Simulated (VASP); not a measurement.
Energy against volume of SnO2 (rutile). Calculation: vdW-DF-cx, VASP's PBE PAW potentials (set 64) (plane waves; VASP 6.6.1). Settings: 520 eV cut-off, 5×5×7 Γ-centred mesh, Gaussian smearing of 0.050 eV, potentials Sn_d O.

Shape and ions are relaxed at each volume.

```csv
V (Å³/atom),E (eV/atom)
11.903,-4.19158
12.271,-4.19894
12.639,-4.19350
13.007,-4.17754
```

Problem. Fit these four points and predict the energy of the run at 11.535 Å³/atom.

Solution. A cubic in V^(−2/3), the third-order Birch-Murnaghan form, passes through the four points with V0 = 12.29 Å³/atom and B0 = 184 GPa, and gives -4.1686 eV/atom there. The run gave -4.1688 eV/atom, -0.2 meV/atom from the fit; all five points give B0 = 183 GPa.

The compound is SnO2 in the rutile structure. It was relaxed first.
